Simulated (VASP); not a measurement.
All values below come from PBEsol GGA, VASP's PBE PAW potentials (set 64) (plane waves; VASP).

VASP ran on this input.

### POSCAR
```
CdSe
1.0
  0.0000000000   3.0402506389   3.0402506389
  3.0402506389   0.0000000000   3.0402506389
  3.0402506389   3.0402506389   0.0000000000
Cd Se
1 1
Direct
  0.0000000000   0.0000000000   0.0000000000
  0.2500000000   0.2500000000   0.2500000000
```

INCAR:
```
SYSTEM = CdSe
PREC = Accurate
ENCUT = 500
EDIFF = 1E-6
NELM = 100
ALGO = Normal
LREAL = .FALSE.
LASPH = .TRUE.
ISMEAR = 0
SIGMA = 0.05
GGA = PS
LMAXMIX = 4
LWAVE = .FALSE.
LCHARG = .FALSE.
IBRION = 2
ISIF = 3
NSW = 40
EDIFFG = -0.02
```

KPOINTS:
```
Automatic mesh
0
Gamma
8 8 8
0 0 0
```

POTCAR, in this order: Cd Se (PBE.64 set). Program: vasp_std.

Question: What does the run give for the energy per atom (σ→0), volume per atom, band gap (on the k-mesh)?

Answer: 
- energy per atom (σ→0) = -3.089 eV/atom
- band gap (on the k-mesh) = 0.47 eV
- volume per atom = 28.30 Å³/atom

### OSZICAR
```
...
   2 F= -.61772856E+01 E0= -.61772856E+01  d E =-.380259E-03
       N       E                     dE             d eps       ncg     rms          rms(c)
DAV:   1    -0.617873930743E+01   -0.14532E-02   -0.28426E-02   834   0.225E+00    0.270E-01
DAV:   2    -0.617749337126E+01    0.12459E-02   -0.31891E-03   814   0.901E-01    0.917E-02
DAV:   3    -0.617736710312E+01    0.12627E-03   -0.34635E-04   799   0.210E-01    0.783E-02
DAV:   4    -0.617735693478E+01    0.10168E-04   -0.24433E-05   769   0.492E-02    0.124E-02
DAV:   5    -0.617735689531E+01    0.39472E-07   -0.45782E-06   684   0.330E-02
   3 F= -.61773569E+01 E0= -.61773569E+01  d E =-.451528E-03
```

The structure was generated: CdSe was put into the zinc blende type (F-43m), which need not be its known phase. This run relaxes it. Symmetry was kept, so distortions that lower it aren't found.
